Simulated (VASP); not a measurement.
**H3SNO2: single point with r2SCAN+D3(BJ)**

Crystal: H3SNO2.

```
S O N H
1.0
     6.47286    0.00000    0.00000
     0.00000    6.47286    0.00000
     0.00000    0.00000    6.47286
S O N H
3 6 3 9
Direct
  0.24595 0.44039 0.06186
  0.98263 0.14238 0.62909
  0.64366 0.68699 0.27825
  0.30816 0.29922 0.22930
  0.31288 0.65031 0.10791
  0.93365 0.31847 0.75378
  0.82294 0.98013 0.64786
  0.68594 0.87097 0.15852
  0.77704 0.51081 0.22746
  0.14653 0.68966 0.50086
  0.48158 0.45502 0.77337
  0.23799 0.03561 0.85050
  0.99308 0.69802 0.54835
  0.14857 0.77916 0.36607
  0.16110 0.54047 0.43738
  0.60692 0.54586 0.81874
  0.53999 0.33753 0.68421
  0.38590 0.54335 0.68058
  0.38093 0.09024 0.86694
  0.18092 0.00102 0.99838
  0.24990 0.89981 0.79024
```

The cell was built by a generator and needn't be a form met in nature.

```json
{
  "Program": "VASP 6.6.1",
  "Task": "single point",
  "Functional": "r2SCAN",
  "Dispersion": "D3(BJ)",
  "Potentials or basis": "VASP PAW PBE potentials, release 64 (S, O, N, H)",
  "Cutoff": "520 eV",
  "k mesh": "1 × 1 × 1",
  "Occupations": "fermi-dirac, width 0.05 eV",
  "Spin": "no spin polarisation",
  "Dipole correction": "no",
  "Further INCAR settings": "LREAL = Auto; ALGO = Normal; EDIFF = 1e-06; NBANDS = 55"
}
```

The pressure is -1.0 GPa and the largest force is 2.939 eV/Å. The band gap on the k mesh is 3.09 eV, direct and the dispersion energy per atom is -0.033 eV.

Forces in eV/Å, atoms in the order of the input:
```
S    0.709 -0.728  0.940
S   -1.200 -1.125  0.320
S    1.701 -0.090 -0.502
O   -0.385  0.478 -1.138
O   -0.352  0.388 -0.552
O   -0.317  1.118 -0.077
O    1.065  0.627 -0.324
O   -0.339 -0.383  0.338
O   -0.956  0.765  0.427
N   -0.807 -0.638 -1.248
N    0.597  0.418 -0.279
N   -1.504  0.441  2.112
H    0.943 -0.074  0.015
H    0.090 -0.452  1.131
H   -0.193  1.156  0.772
H   -0.796 -0.668 -0.208
H   -0.094  0.245  0.296
H    0.278 -0.144  0.302
H    0.856  0.516  0.105
H    0.324  0.674 -0.969
H    0.378 -2.522 -1.462
```

Stress tensor (GPa, compression positive):
```
-2.10 -0.32  0.34
-0.32  0.70  2.26
 0.34  2.26 -1.65
```

Levels at points of the mesh, in eV from the valence-band top:
| k point | band 35 | band 36 | band 37 | band 38 | band 39 | band 40 | band 41 | band 42 | band 43 | band 44 |
| --- | --- | --- | --- | --- | --- | --- | --- | --- | --- | --- |
| (0.00, 0.00, 0.00) | -1.00 | -0.86 | -0.31 | -0.09 | 0.00 | 3.09 | 3.78 | 4.15 | 6.34 | 7.25 |

Run time: 75 s on 1 thread of Intel(R) Xeon(R) 6975P-C (Granite Rapids), with other jobs on the host, peak memory 0.34 GiB.

Caveat: the PAW data sets were made with another functional, which shifts forces and pressure a little. r2SCAN opens gaps a little over a GGA but as a rule still falls short of measured ones.
